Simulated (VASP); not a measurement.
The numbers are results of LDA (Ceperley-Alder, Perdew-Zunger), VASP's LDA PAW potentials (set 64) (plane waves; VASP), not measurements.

The input files of a VASP run:

### INCAR
```
ALGO = Normal   # blocked Davidson
LREAL = .FALSE.   # projection in real space or not
LASPH = .TRUE.   # aspherical one-centre terms
LWAVE = .FALSE.
PREC = Accurate
NELM = 100   # most electronic steps
EDIFF = 1E-6   # SCF stop (eV)
EDIFFG = -0.01   # ionic stop
ISMEAR = 1   # Methfessel-Paxton
NSW = 60   # most ionic steps
LMAXMIX = 4   # l cut-off of mixed one-centre charges
LCHARG = .FALSE.
ISIF = 3   # ions, shape and volume
IBRION = 2
SIGMA = 0.1   # width (eV)
SYSTEM = CoGa
ENCUT = 400   # plane-wave cut-off (eV)
```

**POSCAR**
```
CoGa
1.0
  2.8095444449   0.0000000000   0.0000000000
  0.0000000000   2.8095444449   0.0000000000
  0.0000000000   0.0000000000   2.8095444449
Ga Co
1 1
direct
  0.5000000000   0.5000000000   0.5000000000
  0.0000000000   0.0000000000   0.0000000000
```

### KPOINTS
```
Automatic mesh
0
gamma
  12 12 12
```

POTCAR, in this order: Ga_d Co (LDA.64 set). Program: vasp_std.

The run wrote:

**OSZICAR**
```
       N       E                     dE             d eps       ncg     rms          rms(c)
DAV:   1     0.841363762361E+02    0.84136E+02   -0.91796E+03  2758   0.225E+03
DAV:   2    -0.937007659245E+01   -0.93506E+02   -0.91399E+02  2576   0.322E+02
DAV:   3    -0.135046407767E+02   -0.41346E+01   -0.41159E+01  3010   0.746E+01
DAV:   4    -0.135630459267E+02   -0.58405E-01   -0.58385E-01  3388   0.811E+00
DAV:   5    -0.135643916330E+02   -0.13457E-02   -0.13457E-02  3157   0.106E+00    0.101E+01
DAV:   6    -0.142388996894E+02   -0.67451E+00   -0.20113E+01  2897   0.629E+01    0.103E+01
DAV:   7    -0.125725139942E+02    0.16664E+01   -0.79978E+00  2640   0.466E+01    0.208E+00
DAV:   8    -0.125403644898E+02    0.32150E-01   -0.22802E-01  3055   0.534E+00    0.666E-01
DAV:   9    -0.125333567567E+02    0.70077E-02   -0.19127E-02  3518   0.227E+00    0.130E-01
DAV:  10    -0.125330469643E+02    0.30979E-03   -0.54401E-04  3230   0.336E-01    0.732E-02
DAV:  11    -0.125330243011E+02    0.22663E-04   -0.10188E-04  3415   0.182E-01    0.141E-02
DAV:  12    -0.125330236024E+02    0.69878E-06   -0.62319E-06  3109   0.440E-02
   1 F= -.12533024E+02 E0= -.12533099E+02  d E =-.125330E+02
```

File OUTCAR:
```
------------------------ aborting loop because EDIFF is reached ----------------------------------------
  FORCE on cell =-STRESS in cart. coord.  units (eV):
  Direction    XX          YY          ZZ          XY          YZ          ZX
  --------------------------------------------------------------------------------------
  Total       -0.0164162     -0.0164162     -0.0164162     -0.0000000      0.0000000      0.0000000
  in kB       -1.1859746     -1.1859746     -1.1859746     -0.0000000      0.0000000      0.0000000
  external PRESSURE =      -1.1859746 kB  Pullay stress =       0.0000000 kB
  volume of cell :       22.18
      direct lattice vectors                 reciprocal lattice vectors
     2.809544445  0.000000000  0.000000000     0.355929589  0.000000000  0.000000000
     0.000000000  2.809544445  0.000000000     0.000000000  0.355929589  0.000000000
     0.000000000  0.000000000  2.809544445     0.000000000  0.000000000  0.355929589
 POSITION                                       TOTAL-FORCE (eV/Angst)
 -----------------------------------------------------------------------------------
      1.40477      1.40477      1.40477         0.000000      0.000000      0.000000
      0.00000      0.00000      0.00000         0.000000      0.000000      0.000000
 -----------------------------------------------------------------------------------
    total drift:                                0.000000     -0.000000      0.000000
  FREE ENERGIE OF THE ION-ELECTRON SYSTEM (eV)
  ---------------------------------------------------
  free  energy   TOTEN  =       -12.5330236024 eV

  energy  without entropy=      -12.5332497568  energy(sigma->0) =      -12.53309899

 reached required accuracy - stopping structural energy minimisation
```
(Selected blocks of OUTCAR.)

The compound is CoGa in the CsCl type structure. It was relaxed first, which changed the volume by -7 %. The start is the result of an earlier pass. The run is not spin-polarised, so no magnetic state was tried.
